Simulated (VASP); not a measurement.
# NaCl (Fm-3m) in VASP: a series of runs, part 2 of 2

VASP 6.6.1. The steps go on from the part before.

## (3) Relaxation of the atoms, PBE (a relaxed cell with its volume scaled by 1.02)

Input file INCAR:

```
ALGO = Normal ; EDIFF = 1E-7
EDIFFG = -0.01 ; ENCUT = 600
GGA = PE ; IBRION = 2
ISIF = 2 ; ISMEAR = 0
LASPH = T ; LCHARG = F
LREAL = F ; LWAVE = F
NELM = 80 ; NSW = 40
PREC = Accurate ; SIGMA = 0.03
```

Input file KPOINTS:

```
k-points
0
Gamma
  8 8 8
```

Input file POSCAR:

```
NaCl                                    
1.0
    0.0000000000      2.8677136864      2.8677136864
    2.8677136864     -0.0000000000      2.8677136864
    2.8677136864      2.8677136864      0.0000000000
  Na              Cl            
     1     1
Direct
     0.0000000000000000    1.0000000000000000    1.0000000000000000
     0.5000000000000000    0.5000000000000000    0.5000000000000000
```

Potentials or basis: VASP PAW PBE potentials, release 64 (Na_pv, Cl).

On the command line:

```
cat potpaw_PBE.64/Na_pv/POTCAR potpaw_PBE.64/Cl/POTCAR > POTCAR
mpirun -np 1 vasp_std > vasp.out
```

Run time: 10 s. Hardware: 1 thread of AMD EPYC 9R45 (Zen 5), shared host; peak memory 0.14 GiB.

The run converged. Its results:

```
Free energy             : -6.7768 eV
Pressure after relaxing : -0.5 GPa
Band gap on the k mesh  : 4.92 eV, direct
```

Final structure:
```cif
data_structure
_symmetry_space_group_name_H-M 'P 1'
_symmetry_Int_Tables_number 1
_cell_length_a 4.0556
_cell_length_b 4.0556
_cell_length_c 4.0556
_cell_angle_alpha 60.000
_cell_angle_beta 60.000
_cell_angle_gamma 60.000
_cell_volume 47.17
loop_
_atom_site_label
_atom_site_type_symbol
_atom_site_fract_x
_atom_site_fract_y
_atom_site_fract_z
_atom_site_occupancy
Na1 Na 0.00000 0.00000 0.00000 1
Cl1 Cl 0.50000 0.50000 0.50000 1
```

Levels at points of the mesh, in eV from the valence-band top:
| k point | band 4 | band 5 | band 6 | band 7 | band 8 | band 9 | band 10 | band 11 |
| --- | --- | --- | --- | --- | --- | --- | --- | --- |
| (0.00, 0.00, 0.00) | -12.55 | 0.00 | 0.00 | 0.00 | 4.92 | 11.06 | 11.06 | 11.06 |
| (0.50, 0.00, 0.00) | -12.26 | -1.78 | -0.24 | -0.24 | 7.18 | 10.22 | 10.85 | 10.85 |
| (0.50, 0.50, 0.00) | -12.22 | -1.53 | -0.55 | -0.55 | 7.39 | 8.11 | 10.97 | 14.33 |

Caveat: the relaxation stopped at its first step, so nothing moved.

## (4) Relaxation of the atoms, PBE (a relaxed cell with its volume scaled by 1.04)

INCAR is that of step 3.

KPOINTS is that of step 3.

Input file POSCAR:

```
NaCl                                    
1.0
    0.0000000000      2.8863357256      2.8863357256
    2.8863357256     -0.0000000000      2.8863357256
    2.8863357256      2.8863357256      0.0000000000
  Na              Cl            
     1     1
Direct
     0.0000000000000000    1.0000000000000000    1.0000000000000000
     0.5000000000000000    0.5000000000000000    0.5000000000000000
```

On the command line:

```
cat potpaw_PBE.64/Na_pv/POTCAR potpaw_PBE.64/Cl/POTCAR > POTCAR
mpirun -np 1 vasp_std > vasp.out
```

It took 15 s on 1 thread of AMD EPYC 9R45 (Zen 5), shared host; peak memory 0.16 GiB.

Results (log left out):

```yaml
Free_energy: -6.7731 eV
Pressure_after_relaxing: -0.9 GPa
Band_gap_on_the_k_mesh: 4.85 eV, direct
```

Final structure:
```
Na Cl
1.0
     0.00000    2.88634    2.88634
     2.88634    0.00000    2.88634
     2.88634    2.88634    0.00000
Na Cl
1 1
Cartesian
  0.0000 0.0000 0.0000
  2.8863 2.8863 2.8863
```

Levels at points of the mesh, in eV from the valence-band top:
```csv
k point,band 3,band 4,band 5,band 6,band 7,band 8,band 9,band 10,band 11
"(0.00, 0.00, 0.00)",-20.96,-12.51,0.00,0.00,0.00,4.85,11.04,11.04,11.04
"(0.50, 0.00, 0.00)",-20.96,-12.24,-1.72,-0.23,-0.23,7.14,10.07,10.80,10.80
"(0.50, 0.50, 0.00)",-20.97,-12.20,-1.48,-0.53,-0.53,7.33,8.12,10.84,14.16
```

Caveat: the relaxation stopped at its first step, so nothing moved.

## (5) Relaxation of the atoms, PBE (a relaxed cell with its volume scaled by 1.06)

INCAR is that of step 4.

KPOINTS is that of step 4.

Input file POSCAR:

```
NaCl                                    
1.0
    0.0000000000      2.9047205253      2.9047205253
    2.9047205253     -0.0000000000      2.9047205253
    2.9047205253      2.9047205253      0.0000000000
  Na              Cl            
     1     1
Direct
     0.0000000000000000    1.0000000000000000    1.0000000000000000
     0.5000000000000000    0.5000000000000000    0.5000000000000000
```

Potentials or basis: VASP PAW PBE potentials, release 64 (Na_pv, Cl).

On the command line:

```
cat potpaw_PBE.64/Na_pv/POTCAR potpaw_PBE.64/Cl/POTCAR > POTCAR
mpirun -np 1 vasp_std > vasp.out
```

OUTCAR:

```text
EDIFF = 1E-7
   EDIFFG = -0.01
   ENCUT = 600
   GGA = PE
   IBRION = 2
   ISIF = 2
   ISMEAR = 0
   LASPH = T
   LREAL = F
   NELM = 80
   NSW = 40
   PREC = Accurate

 ion  position               nearest neighbor table
   1  0.000  0.000  0.000-
   2  0.500  0.500  0.500-

  LATTYP: Found a face centered cubic cell.
 ALAT       =     5.8094410506

  Lattice vectors:

 A1 = (   0.0000000000,   2.9047205253,   2.9047205253)
 A2 = (   2.9047205253,   0.0000000000,   2.9047205253)
 A3 = (   2.9047205253,   2.9047205253,   0.0000000000)

[... 516 lines left out ...]
      9       7.9029      0.00000
     10       8.7187      0.00000
     11      10.1838      0.00000

 [... further k-points ...]
[... 5 lines left out ...]
  --------------------------------------------------------------------------------------
  -------------------------------------------------------------------------------------
  Total       -0.3737814     -0.3737814     -0.3737814      0.0000000      0.0000000      0.0000000
  in kB      -12.2175791    -12.2175791    -12.2175791      0.0000000      0.0000000      0.0000000
  external PRESSURE =     -12.2175791 kB  Pullay stress =       0.0000000 kB

 VOLUME and BASIS-vectors are now :
 -----------------------------------------------------------------------------
  energy-cutoff  :      600.00
  volume of cell :       49.02
      direct lattice vectors                 reciprocal lattice vectors
     0.000000000  2.904720525  2.904720525    -0.172133600  0.172133600  0.172133600
     2.904720525  0.000000000  2.904720525     0.172133600 -0.172133600  0.172133600
     2.904720525  2.904720525  0.000000000     0.172133600  0.172133600 -0.172133600

 POSITION                                       TOTAL-FORCE (eV/Angst)
 -----------------------------------------------------------------------------------
      0.00000      0.00000      0.00000         0.000000      0.000000      0.000000
      2.90472      2.90472      2.90472         0.000000     -0.000000     -0.000000
 -----------------------------------------------------------------------------------
    total drift:                                0.000000      0.000000      0.000000

  FREE ENERGIE OF THE ION-ELECTRON SYSTEM (eV)
  ---------------------------------------------------
  free  energy   TOTEN  =        -6.7670735235 eV

  energy  without entropy=       -6.7670735235  energy(sigma->0) =       -6.76707352

 reached required accuracy - stopping structural energy minimisation
```

OSZICAR:

```text
N       E                     dE             d eps       ncg     rms          rms(c)
DAV:   1     0.996615052091E+02    0.99662E+02   -0.78882E+03   638   0.138E+03
DAV:   2     0.275328195236E+01   -0.96908E+02   -0.90220E+02   730   0.288E+02
DAV:   3    -0.675210716750E+01   -0.95054E+01   -0.94431E+01   761   0.886E+01
DAV:   4    -0.698032912830E+01   -0.22822E+00   -0.22785E+00   731   0.150E+01
DAV:   5    -0.698587983773E+01   -0.55507E-02   -0.55500E-02   780   0.228E+00    0.214E+00
DAV:   6    -0.677322402818E+01    0.21266E+00   -0.43856E-01   725   0.421E+00    0.158E+00
DAV:   7    -0.676062462949E+01    0.12599E-01   -0.96019E-02   815   0.203E+00    0.107E+00
DAV:   8    -0.676694949049E+01   -0.63249E-02   -0.11202E-02   653   0.109E+00    0.260E-01
DAV:   9    -0.676689351783E+01    0.55973E-04   -0.21716E-04   788   0.144E-01    0.156E-01
DAV:  10    -0.676708434200E+01   -0.19082E-03   -0.45774E-04   662   0.169E-01    0.639E-02
DAV:  11    -0.676707315128E+01    0.11191E-04   -0.23360E-05   749   0.417E-02    0.171E-02
DAV:  12    -0.676707312158E+01    0.29704E-07   -0.35189E-06   674   0.161E-02    0.290E-03
DAV:  13    -0.676707360678E+01   -0.48520E-06   -0.36448E-07   674   0.468E-03    0.925E-04
DAV:  14    -0.676707352347E+01    0.83309E-07   -0.94604E-09   445   0.790E-04
   1 F= -.67670735E+01 E0= -.67670735E+01  d E =-.676707E+01
```

Wall time 14 s (1 thread of AMD EPYC 9R45 (Zen 5), shared host); peak memory 0.16 GiB.

What came out:

```
Free energy             : -6.7671 eV
Pressure after relaxing : -1.2 GPa
Band gap on the k mesh  : 4.79 eV, direct
```

Final structure:
```cif
data_structure
_symmetry_space_group_name_H-M 'P 1'
_symmetry_Int_Tables_number 1
_cell_length_a 4.1079
_cell_length_b 4.1079
_cell_length_c 4.1079
_cell_angle_alpha 60.000
_cell_angle_beta 60.000
_cell_angle_gamma 60.000
_cell_volume 49.02
loop_
_atom_site_label
_atom_site_type_symbol
_atom_site_fract_x
_atom_site_fract_y
_atom_site_fract_z
_atom_site_occupancy
Na1 Na 0.00000 0.00000 0.00000 1
Cl1 Cl 0.50000 0.50000 0.50000 1
```

Caveat: the relaxation stopped at its first step, so nothing moved.

## (6) Overview

```csv
cell,gap on the mesh (eV),pressure (GPa)
atoms relaxed,4.99,0.0
atoms relaxed from: a relaxed cell with its volume scaled by 1.02,4.92,-0.5
atoms relaxed from: a relaxed cell with its volume scaled by 1.04,4.85,-0.9
atoms relaxed from: a relaxed cell with its volume scaled by 1.06,4.79,-1.2
```

Alike in all rows: task relaxation of the atoms; level PBE; potentials or basis VASP PAW PBE potentials, release 64 (Na_pv, Cl); no spin polarisation; k mesh 8 × 8 × 8; cutoff (eV) 600; smearing gaussian 0.03 eV.

Caveats: the relaxation stopped at its first step, so nothing moved.

Total energies depend on the potentials used, so only differences within one code and one set of settings carry meaning.
